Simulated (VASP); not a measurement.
Calculation: PBEsol GGA, VASP's PBE PAW potentials (set 64) (plane waves; VASP).

A VASP calculation is set up with these files.

File KPOINTS:
```
Automatic mesh
0
Gamma
9 9 9
0 0 0
```

POSCAR:
```
Bi
1
    4.0923808922    -2.2617537004    -0.0163408992
    4.0923808922     2.2617537004    -0.0163408992
    2.8572118505     0.0000000000     3.7013130975
Bi
2
Direct
  0.2365934577   0.2365934577   0.2365934577
  0.7634065423   0.7634065423   0.7634065423
```

INCAR:
```
# general
SYSTEM =Bi
PREC   =Accurate
ENCUT  =520
LREAL  =.FALSE.   # projection in real space or not
LASPH  =.TRUE.   # aspherical one-centre terms

# electronic loop
EDIFF  =1E-6   # SCF stop (eV)
NELM   =100   # most electronic steps
ALGO   =Normal   # blocked Davidson
LMAXMIX=4

# smearing
ISMEAR =1   # Methfessel-Paxton
SIGMA  =0.1   # width (eV)

# functional
GGA    =PS

# ions
IBRION =2   # conjugate gradients
NSW    =60   # most ionic steps
ISIF   =3   # ions, shape and volume
EDIFFG =-0.01

# output
LWAVE  =.FALSE.
LCHARG =.FALSE.
```

POTCAR, in this order: Bi_d (PBE.64 set). Program: vasp_std.

Output

**OSZICAR**
```
       N       E                     dE             d eps       ncg     rms          rms(c)
DAV:   1     0.294765438527E+03    0.29477E+03   -0.16766E+04  3230   0.191E+03
DAV:   2     0.147545665533E+02   -0.28001E+03   -0.27582E+03  3236   0.459E+02
DAV:   3    -0.780391006906E+01   -0.22558E+02   -0.22221E+02  3730   0.153E+02
DAV:   4    -0.858825612544E+01   -0.78435E+00   -0.78283E+00  3633   0.312E+01
DAV:   5    -0.862878252840E+01   -0.40526E-01   -0.40525E-01  4282   0.638E+00    0.105E+00
DAV:   6    -0.861777474015E+01    0.11008E-01   -0.24441E-02  3883   0.185E+00    0.612E-01
DAV:   7    -0.861335791317E+01    0.44168E-02   -0.14792E-02  3903   0.157E+00    0.120E-01
DAV:   8    -0.861331201481E+01    0.45898E-04   -0.16660E-03  3516   0.554E-01    0.164E-02
DAV:   9    -0.861331560874E+01   -0.35939E-05   -0.80533E-05  4489   0.973E-02    0.897E-03
DAV:  10    -0.861331514049E+01    0.46825E-06   -0.43603E-06  3038   0.186E-02
   1 F= -.86133151E+01 E0= -.86133425E+01  d E =-.861332E+01
```

OUTCAR:
```
------------------------ aborting loop because EDIFF is reached ----------------------------------------
  FORCE on cell =-STRESS in cart. coord.  units (eV):
  Direction    XX          YY          ZZ          XY          YZ          ZX
  --------------------------------------------------------------------------------------
  Total        0.0041223      0.0118169      0.0109676     -0.0000000      0.0000000     -0.0025565
  in kB        0.0960958      0.2754683      0.2556682     -0.0000000      0.0000000     -0.0595955
  external PRESSURE =       0.2090774 kB  Pullay stress =       0.0000000 kB
  volume of cell :       68.73
      direct lattice vectors                 reciprocal lattice vectors
     4.092380892 -2.261753700 -0.016340899     0.121802823 -0.221067396 -0.094025136
     4.092380892  2.261753700 -0.016340899     0.121802823  0.221067396 -0.094025136
     2.857211851  0.000000000  3.701313097     0.001075493  0.000000000  0.269344166
 POSITION                                       TOTAL-FORCE (eV/Angst)
 -----------------------------------------------------------------------------------
      2.61246      0.00000      0.86797         0.009030      0.000000      0.003000
      8.42951      0.00000      2.80066        -0.009030      0.000000     -0.003000
 -----------------------------------------------------------------------------------
    total drift:                               -0.000000      0.000000     -0.000000
  FREE ENERGIE OF THE ION-ELECTRON SYSTEM (eV)
  ---------------------------------------------------
  free  energy   TOTEN  =        -8.6133151405 eV

  energy  without entropy=       -8.6133972107  energy(sigma->0) =       -8.61334250

 reached required accuracy - stopping structural energy minimisation
```
(Selected blocks of OUTCAR.)

The compound is Bi in the a7 structure. It was relaxed first. The start is the result of an earlier pass.
